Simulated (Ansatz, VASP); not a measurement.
**Mg108O107 (V_O (F centre)): VASP beside Ansatz**

One calculation is typed for both programs; each brings its own data sets. How far apart do they land? The cell is taken from a series of runs on this material, whose earlier steps may have relaxed, scaled, displaced or heated it; both programs get it as it stands.

Method: plane waves, with VASP 6.6.1 beside it; single point at PBEsol, in Ansatz 0.2.0.

**1. Set-up**

The cell holds 215 atoms: 108 Mg and 107 O. Its edges and angles: a = 12.643 Å, b = 12.643 Å, c = 12.643 Å, α = 90.0°, β = 90.0°, γ = 90.0°. It derives from MgO (MgO (Fm-3m)). Nearest the centre at fractional (0.500, 0.500, 0.500): Mg90 at 2.11 Å, Mg56 at 2.11 Å, Mg67 at 2.11 Å, Mg55 at 2.11 Å, Mg60 at 2.11 Å, Mg54 at 2.11 Å, O197 at 2.99 Å, O208 at 2.99 Å.

**2. Ansatz: single point, PBEsol**

Ansatz runs on norm-conserving files, of PseudoDojo where its log says so.

A single point gives forces, pressure and levels at one fixed geometry, so differences don't come from the geometry; what else differs is listed under the comparison.

input.yaml

```yaml
crystal:
  lattice:
    - [12.6432114, 0.0, 0.0]
    - [0.0, 12.6432114, 0.0]
    - [0.0, 0.0, 12.6432114]
  atoms:
    - { symbol: Mg, position: [-0.00030385635, -5.273021e-05, 0.00016168369] }
    - { symbol: Mg, position: [-0.00030485921, 0.16659368062, 0.16680909313] }
    - { symbol: Mg, position: [0.16634215637, -5.204054e-05, 0.16680966357] }
    - { symbol: Mg, position: [0.16634305479, 0.16659494637, 0.00016084188] }
    - { symbol: O, position: [-0.00030495226, -5.312456e-05, 0.16678791195] }
    - { symbol: O, position: [-0.00030362092, 0.16657375304, 0.00016246473] }
    - { symbol: O, position: [0.16632244748, -5.273762e-05, 0.00016245536] }
    - { symbol: O, position: [0.16631180303, 0.16656418221, 0.16677730591] }
    - { symbol: Mg, position: [-0.00030567746, -5.264909e-05, 0.33346938798] }
    - { symbol: Mg, position: [-0.00030612843, 0.1665006969, 0.50016207923] }
    - { symbol: Mg, position: [0.16624525815, -5.11181e-05, 0.5001618722] }
    - { symbol: Mg, position: [0.16633877525, 0.16659300678, 0.33347138419] }
    - { symbol: O, position: [-0.0003045162, -5.190782e-05, 0.50016029024] }
    - { symbol: O, position: [-0.00030459327, 0.16655208312, 0.33343476242] }
    - { symbol: O, position: [0.16629894717, -5.190113e-05, 0.33343424636] }
    - { symbol: O, position: [0.16612718138, 0.16638030541, 0.50015934471] }
    - { symbol: Mg, position: [-0.00030373203, -5.165463e-05, 0.66685602701] }
    - { symbol: Mg, position: [-0.00030440546, 0.1665958909, 0.83351559212] }
    - { symbol: Mg, position: [0.16634336762, -5.210099e-05, 0.83351389458] }
    - { symbol: Mg, position: [0.16634003548, 0.16659466357, 0.66685234699] }
    - { symbol: O, position: [-0.00030360178, -5.179552e-05, 0.83353626073] }
    - { symbol: O, position: [-0.00030431061, 0.16655254815, 0.66688644297] }
    - { symbol: O, position: [0.16630020133, -5.207947e-05, 0.66688624219] }
    - { symbol: O, position: [0.16631164688, 0.16656465982, 0.83354546236] }
    - { symbol: Mg, position: [-0.0003039609, 0.33325433526, 0.00016247184] }
    - { symbol: Mg, position: [-0.00030440995, 0.49994844976, 0.16671380719] }
    - { symbol: Mg, position: [0.16634006362, 0.33325652728, 0.16680689898] }
    - { symbol: Mg, position: [0.16624774258, 0.49994821842, 0.0001626141] }
    - { symbol: O, position: [-0.00030398498, 0.33322275525, 0.16676659429] }
    - { symbol: O, position: [-0.00030367664, 0.49994742195, 0.00016323541] }
    - { symbol: O, position: [0.16629992926, 0.33322215632, 0.00016185991] }
    - { symbol: O, position: [0.16612917691, 0.49994828128, 0.16659330098] }
    - { symbol: Mg, position: [-0.00030541593, 0.33319663272, 0.33340971204] }
    - { symbol: Mg, position: [-0.00030160239, 0.49994829104, 0.5001616327] }
    - { symbol: Mg, position: [0.16614869827, 0.33313712186, 0.50016086303] }
    - { symbol: Mg, position: [0.16614974151, 0.49994786591, 0.33334774479] }
    - { symbol: O, position: [-0.00030415603, 0.33324036838, 0.50015975989] }
    - { symbol: O, position: [-0.00030274252, 0.49994759538, 0.33345437857] }
    - { symbol: O, position: [0.16617983965, 0.33318173429, 0.33339355309] }
    - { symbol: O, position: [0.16630535628, 0.4999487362, 0.50016066246] }
    - { symbol: Mg, position: [-0.00030427847, 0.33319759676, 0.66691467293] }
    - { symbol: Mg, position: [-0.00030347796, 0.49994910326, 0.83361207442] }
    - { symbol: Mg, position: [0.16634132182, 0.33325835325, 0.83351679709] }
    - { symbol: Mg, position: [0.16615044993, 0.49994913871, 0.66697592729] }
    - { symbol: O, position: [-0.00030423051, 0.33322332028, 0.83355827844] }
    - { symbol: O, position: [-0.00030238027, 0.49994800916, 0.66686966425] }
    - { symbol: O, position: [0.16617895831, 0.33318127936, 0.66692689545] }
    - { symbol: O, position: [0.16612771174, 0.49994880749, 0.8337310801] }
    - { symbol: Mg, position: [-0.00030342981, 0.66664262735, 0.00016324859] }
    - { symbol: Mg, position: [-0.00030502829, 0.83330118998, 0.16680994112] }
    - { symbol: Mg, position: [0.16634188383, 0.66663839106, 0.16680785202] }
    - { symbol: Mg, position: [0.16634471251, 0.83330108332, 0.00016268057] }
    - { symbol: O, position: [-0.00030335764, 0.66667281811, 0.16676666885] }
    - { symbol: O, position: [-0.00030313693, 0.83332185728, 0.00016236135] }
    - { symbol: O, position: [0.16630200904, 0.66667366737, 0.00016243556] }
    - { symbol: O, position: [0.1663128922, 0.83332986438, 0.16677789698] }
    - { symbol: Mg, position: [-0.00030418927, 0.66669998513, 0.33341031857] }
    - { symbol: Mg, position: [-0.00030520411, 0.83339590663, 0.50016296401] }
    - { symbol: Mg, position: [0.16614982276, 0.66676080716, 0.50016134536] }
    - { symbol: Mg, position: [0.16633933664, 0.83330181257, 0.33347206226] }
    - { symbol: O, position: [-0.00030204325, 0.66665625927, 0.5001613451] }
    - { symbol: O, position: [-0.00030413215, 0.8333431869, 0.33343523623] }
[... 32 lines left out ...]
    - { symbol: O, position: [0.33292819661, 0.16643199001, 0.66692740771] }
    - { symbol: O, position: [0.499694561, -5.278079e-05, 0.66686940203] }
    - { symbol: O, position: [0.49969543119, 0.16638029232, 0.83372921482] }
    - { symbol: Mg, position: [0.33294449806, 0.33319715351, 0.00016067594] }
    - { symbol: Mg, position: [0.33288344649, 0.49994763443, 0.16661530667] }
    - { symbol: Mg, position: [0.49969394873, 0.33313618295, 0.16661496388] }
    - { symbol: Mg, position: [0.49969626146, 0.49994811119, 0.0001605821] }
    - { symbol: O, position: [0.33292745434, 0.33318016517, 0.16664580635] }
    - { symbol: O, position: [0.33298885878, 0.49994627178, 0.00016104923] }
    - { symbol: O, position: [0.49969509484, 0.33324031164, 0.00016184626] }
    - { symbol: O, position: [0.49969504912, 0.49994646469, 0.16677140242] }
    - { symbol: Mg, position: [0.33305899438, 0.33331453596, 0.33352874295] }
    - { symbol: Mg, position: [0.33274079823, 0.49994650298, 0.50016069374] }
    - { symbol: Mg, position: [0.49969504598, 0.33298925765, 0.5001593249] }
    - { symbol: Mg, position: [0.4996942268, 0.49994619472, 0.33320953873] }
    - { symbol: O, position: [0.33214222583, 0.33239388102, 0.50015855201] }
    - { symbol: O, position: [0.33214202467, 0.49994651416, 0.3326075053] }
    - { symbol: O, position: [0.49969393125, 0.33239514462, 0.33260905401] }
    - { symbol: Mg, position: [0.33306331722, 0.33331662165, 0.66679166695] }
    - { symbol: Mg, position: [0.33288272761, 0.49994766153, 0.83370721347] }
    - { symbol: Mg, position: [0.49969630682, 0.33313525778, 0.83370801019] }
    - { symbol: Mg, position: [0.49969512526, 0.49994816696, 0.66711620865] }
    - { symbol: O, position: [0.33292884649, 0.33318030917, 0.83367716266] }
    - { symbol: O, position: [0.33214177895, 0.49994681213, 0.66771608941] }
    - { symbol: O, position: [0.49969649857, 0.33239696122, 0.66770931806] }
    - { symbol: O, position: [0.49969869171, 0.49994669848, 0.83355536262] }
    - { symbol: Mg, position: [0.33294527389, 0.66669902266, 0.00016205779] }
    - { symbol: Mg, position: [0.33300478319, 0.83330186971, 0.16680902272] }
    - { symbol: Mg, position: [0.49969496792, 0.66675934683, 0.16661801861] }
    - { symbol: Mg, position: [0.49969474486, 0.83339648845, 0.00016351608] }
    - { symbol: O, position: [0.33293043374, 0.66671262815, 0.16664455651] }
    - { symbol: O, position: [0.33297113585, 0.83334228814, 0.00016222001] }
    - { symbol: O, position: [0.4996964434, 0.66665416475, 0.00016237783] }
    - { symbol: O, position: [0.49969510369, 0.83351573163, 0.16659499921] }
    - { symbol: Mg, position: [0.33306449236, 0.66657812712, 0.33353036831] }
    - { symbol: Mg, position: [0.33288240572, 0.83349221383, 0.50016223743] }
    - { symbol: Mg, position: [0.49969373579, 0.66689978124, 0.50016218215] }
    - { symbol: Mg, position: [0.4996943763, 0.83349335109, 0.3333514665] }
    - { symbol: O, position: [0.33214034274, 0.66750241391, 0.50016134755] }
    - { symbol: O, position: [0.33293002908, 0.83346270148, 0.33339467754] }
    - { symbol: O, position: [0.49969558815, 0.66749846381, 0.33261083917] }
    - { symbol: O, position: [0.49969708038, 0.83334204675, 0.50016135552] }
    - { symbol: Mg, position: [0.33306450248, 0.66657798435, 0.66679323688] }
    - { symbol: Mg, position: [0.33300545548, 0.83330175895, 0.83351572909] }
    - { symbol: Mg, position: [0.49969676749, 0.66676057922, 0.83370794195] }
    - { symbol: Mg, position: [0.49969593418, 0.83349345683, 0.66697367316] }
    - { symbol: O, position: [0.33293007343, 0.66671406133, 0.8336785202] }
    - { symbol: O, position: [0.33293034989, 0.83346284712, 0.66692808867] }
    - { symbol: O, position: [0.499698381, 0.66749908301, 0.66771407761] }
    - { symbol: O, position: [0.49969670787, 0.83351590535, 0.83373132003] }
    - { symbol: Mg, position: [0.66638744168, -5.238384e-05, 0.00016411977] }
    - { symbol: Mg, position: [0.66638428408, 0.16659308205, 0.1668068087] }
    - { symbol: Mg, position: [0.83304730901, -5.277983e-05, 0.16681091359] }
    - { symbol: Mg, position: [0.83304824418, 0.16659374694, 0.00016276346] }
    - { symbol: O, position: [0.66642101933, -5.210127e-05, 0.1667683681] }
    - { symbol: O, position: [0.66642121859, 0.16655268491, 0.00016257626] }
    - { symbol: O, position: [0.83307004498, -5.2555e-05, 0.00016356957] }
    - { symbol: O, position: [0.83307899106, 0.16656360009, 0.16677919026] }
    - { symbol: Mg, position: [0.66644554618, -5.161818e-05, 0.33341191732] }
    - { symbol: Mg, position: [0.66650701989, 0.166400716, 0.5001632165] }
    - { symbol: Mg, position: [0.83314283623, -5.206832e-05, 0.50016409355] }
    - { symbol: Mg, position: [0.83305005575, 0.16659153158, 0.33347216772] }
    - { symbol: O, position: [0.66640276406, -5.192641e-05, 0.50016108676] }
    - { symbol: O, position: [0.66646028292, 0.16643260444, 0.33339582009] }
    - { symbol: O, position: [0.83309110484, -5.343182e-05, 0.33343664177] }
    - { symbol: O, position: [0.83326208175, 0.16638037438, 0.50016127338] }
    - { symbol: Mg, position: [0.6664465739, -5.283543e-05, 0.66691500183] }
    - { symbol: Mg, position: [0.66638474585, 0.16659271558, 0.83351819908] }
    - { symbol: Mg, position: [0.8330483214, -5.223858e-05, 0.83351603106] }
    - { symbol: Mg, position: [0.8330506422, 0.16659312009, 0.6668548064] }
    - { symbol: O, position: [0.6664209825, -5.239669e-05, 0.83355951822] }
    - { symbol: O, position: [0.66646075019, 0.16643045914, 0.66692850402] }
    - { symbol: O, position: [0.83309141441, -5.17814e-05, 0.66688775184] }
    - { symbol: O, position: [0.83307990164, 0.16656460624, 0.83354684181] }
    - { symbol: Mg, position: [0.66644641541, 0.33319600967, 0.00016197822] }
    - { symbol: Mg, position: [0.66650754316, 0.49994746785, 0.16661602617] }
    - { symbol: Mg, position: [0.83305026279, 0.33325631439, 0.16680688033] }
    - { symbol: Mg, position: [0.83314392266, 0.49994778881, 0.00016447829] }
    - { symbol: O, position: [0.66646170023, 0.33318161754, 0.16664589741] }
    - { symbol: O, position: [0.66640436732, 0.49994685962, 0.00016266829] }
    - { symbol: O, position: [0.8330915776, 0.33322202592, 0.00016304961] }
    - { symbol: O, position: [0.83326423008, 0.49994700171, 0.16659636199] }
    - { symbol: Mg, position: [0.6663295789, 0.33331407566, 0.3335271062] }
    - { symbol: Mg, position: [0.66665951156, 0.49994825385, 0.5001635709] }
    - { symbol: Mg, position: [0.8332434764, 0.33313590789, 0.50016262443] }
    - { symbol: Mg, position: [0.83324428599, 0.49994689138, 0.33335022902] }
    - { symbol: O, position: [0.66724557219, 0.3323988563, 0.50016163153] }
    - { symbol: O, position: [0.66724658027, 0.49994517583, 0.33261308016] }
    - { symbol: O, position: [0.83321146946, 0.33318095282, 0.33339603196] }
    - { symbol: O, position: [0.83309114496, 0.49994823076, 0.50016148464] }
    - { symbol: Mg, position: [0.66632754505, 0.3333135306, 0.66679623414] }
    - { symbol: Mg, position: [0.66650851185, 0.49994891014, 0.83370975357] }
    - { symbol: Mg, position: [0.83305040796, 0.33325750333, 0.83351945855] }
    - { symbol: Mg, position: [0.83324484951, 0.49994810376, 0.66697690714] }
    - { symbol: O, position: [0.66646154515, 0.33318097956, 0.83367855116] }
    - { symbol: O, position: [0.66724707104, 0.49994758875, 0.66770975287] }
    - { symbol: O, position: [0.8332113459, 0.33318152741, 0.66692780769] }
    - { symbol: O, position: [0.8332633087, 0.49994872666, 0.83373044608] }
    - { symbol: Mg, position: [0.66644687048, 0.66669984845, 0.00016503533] }
    - { symbol: Mg, position: [0.66638428334, 0.83330331802, 0.16681086785] }
    - { symbol: Mg, position: [0.83304949063, 0.6666396358, 0.16680954166] }
    - { symbol: Mg, position: [0.83304764574, 0.83330147146, 0.0001642654] }
    - { symbol: O, position: [0.6664618457, 0.66671195801, 0.16664837987] }
    - { symbol: O, position: [0.66642157237, 0.83334253354, 0.0001647635] }
    - { symbol: O, position: [0.83309246508, 0.66667239121, 0.00016453245] }
    - { symbol: O, position: [0.83307848875, 0.8333304609, 0.16677960316] }
    - { symbol: Mg, position: [0.66632772297, 0.6665801378, 0.33353151993] }
    - { symbol: Mg, position: [0.66650807938, 0.8334936086, 0.50016316479] }
    - { symbol: Mg, position: [0.83324495872, 0.66676034339, 0.50016388631] }
    - { symbol: Mg, position: [0.83304935958, 0.83330250168, 0.33347309619] }
    - { symbol: O, position: [0.66725025344, 0.66749850869, 0.50016334459] }
    - { symbol: O, position: [0.66646110156, 0.8334618677, 0.33339663293] }
    - { symbol: O, position: [0.83321273397, 0.66671292788, 0.33339726556] }
    - { symbol: O, position: [0.83326352736, 0.83351478648, 0.50016233745] }
    - { symbol: Mg, position: [0.66632997909, 0.66658155982, 0.66679731997] }
    - { symbol: Mg, position: [0.6663860509, 0.83330333274, 0.83351918071] }
    - { symbol: Mg, position: [0.8330517463, 0.6666392548, 0.83352025572] }
    - { symbol: Mg, position: [0.83305160296, 0.83330215178, 0.66685471714] }
    - { symbol: O, position: [0.66646329181, 0.66671408966, 0.83367985963] }
    - { symbol: O, position: [0.66646355516, 0.83346368604, 0.66693004455] }
    - { symbol: O, position: [0.83321420446, 0.6667128802, 0.66692916908] }
    - { symbol: O, position: [0.83307995595, 0.83333003549, 0.83354716391] }
  symmetry: { detect: false }
basis:
  xc_grid: 2
  ecutwfc: 820
hamiltonian:
  xc: pbesol
  pseudopotentials: { kind: nc }
kpoints:
  mp_grid: { grid: [1, 1, 1] }
scf:
  occupations: { method: fermi_dirac, width: 0.01 }
  max_iter: 120
  lower_state_search: "off"
  n_extra_bands: 178
  convergence: { dr2_threshold: "1.0e-12 eV" }
output:
  orbitals: { bands: [v30, c30], seedname: "../cc1.nc2" }
checkpoint:
  read: "../cc1.nc0.run"
  write: "../cc1.nc2.run"
  compress: false
  write_wavefunctions: false
  write_every: 100000
```

Run with:

```bash
$ ansatz run input.yaml --threads 12 --pin off --max-ram 56524MiB --backend cuda --events-out ev --progress --plain --runs-dir out
```

The log of the run:

```text
Warning: basis.ecutwfc = 820 eV is below the records' recommended 1142.878222 eV, and the density's cutoff is lower with it unless basis.ecutrho_ratio is high enough to keep the records' density cutof [...]
Warning: checkpoint.read: the run can stay near the saved state's solution: 208 site(s) moved relative to the saved geometry (max |Δs| = 1.186e-3 fractional); the SCF starts from the saved state under [...]
[...]
Engine: ansatz 0.2.0, aarch64-unknown-linux-gnu
[...]
Pseudopotential: Mg, nc, valence charge 10, recommended cutoff 1142.878222 eV (normal), Mg.nc.azcp (PseudoDojo's, or run here from an input of PseudoDojo's: the run reads no file of this project's for [...]
Pseudopotential: O, nc, valence charge 6, recommended cutoff 1142.878222 eV (normal), O.nc.azcp (PseudoDojo's, or run here from an input of PseudoDojo's: the run reads no file of this project's for it [...]
Functional definition: PBEsol
[...]
Crystal: 215 atoms, lattice volume = 2021.027 Å³
[...]
preconditioner: auto → Resta (q_TF=auto, 2.656 Å⁻¹)  ε∞=3.5  [insulator: Δε(μ)=2.494 eV  Ē_g=15.327 eV  σ=0.010 eV  W_gap=1.00  n_scr=618 (ndim 8)  ℏωp=24.2 eV  f_vac=0.000  D(μ)=0.00/eV (n_scr^D=0)   [...]
SCF iter   2: F=—  HF=-222572.346896 eV  |F-HF|=—  |Δ(HF+E_count)|=   1.83e-3  Δρ=6.34e-4  dr2=1.83e-3  ethr=3.94e-7  ⟨swp⟩=2.0  Hψ=1948  notcnv=0  defer=25
[...]
SCF iter  11: F=—  HF=-222572.338955 eV  |F-HF|=—  |Δ(HF+E_count)|=  2.33e-10  Δρ=1.35e-8  dr2=2.13e-12  ethr=1.00e-12  ⟨swp⟩=1.0  Hψ=865  notcnv=0  defer=25
SCF iter  12: F=-222572.338955 eV  HF=-222572.338955 eV  |F-HF|=8.73e-11  |Δ(HF+E_count)|=  1.46e-10  Δρ=3.10e-9  dr2=1.49e-13  ethr=1.00e-12  ⟨swp⟩=17.0  Hψ=4867  notcnv=0
[...]
SCF 1 converged in 12 iterations: F = -222572.338955 eV  dr2 = 1.49e-13
SCF converged after 12 iterations
[...]
```

[end of part 1 of 2]

[Lines on the potential files, build, host, timing and source positions are cut from VASP's logs without a mark.]

[Logs are printed without paths, hosts, clocks, repeated set-up lines and the standing remarks that a program may print on its own settings, such as how far it seeks lower states.]

[Hosts, paths, dates, database ids (printed as entryN), source tags and the programs' standing remarks are cut or masked in the printed files.]
